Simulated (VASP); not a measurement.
A run of VASP 6.6.1 is set up as follows.

INCAR

```
PREC = Accurate
ENCUT = 600
EDIFF = 1E-7
ISMEAR = 0
SIGMA = 0.1
LREAL = False
LASPH = True
NELM = 100
ALGO = Normal
ISIF = 3
LWAVE = False
LCHARG = False
GGA = PS
IBRION = 2
NSW = 90
EDIFFG = -0.005
```

The input KPOINTS:

```
regular mesh
0
Gamma
  10 10 12
```

Contents of POSCAR:

```
YSi
1.0
    2.1432990200     -5.2837738300      0.0000000000
    2.1432990200      5.2837738300      0.0000000000
    0.0000000000      0.0000000000      3.8336549400
Y Si
2 2
Direct
    0.1406278200      0.8593721800      0.7500000000
    0.8593721800      0.1406278200      0.2500000000
    0.4244761200      0.5755238800      0.7500000000
    0.5755238800      0.4244761200      0.2500000000
```

Potentials or basis: VASP PAW PBE potentials, release 64 (Y_sv, Si).

Command:

```console
$ cat potpaw_PBE.64/Y_sv/POTCAR potpaw_PBE.64/Si/POTCAR > POTCAR
$ mpirun -np 1 vasp_std > vasp.out
```

(1) Predict the relaxed cell.

(2) Estimate the space group after relaxing (to 0.05 Å).

## Answers

(1) a = 5.640 Å, b = 5.640 Å, c = 3.808 Å, α = 90.00°, β = 90.00°, γ = 135.92°.

(2) Cmcm (No. 63).
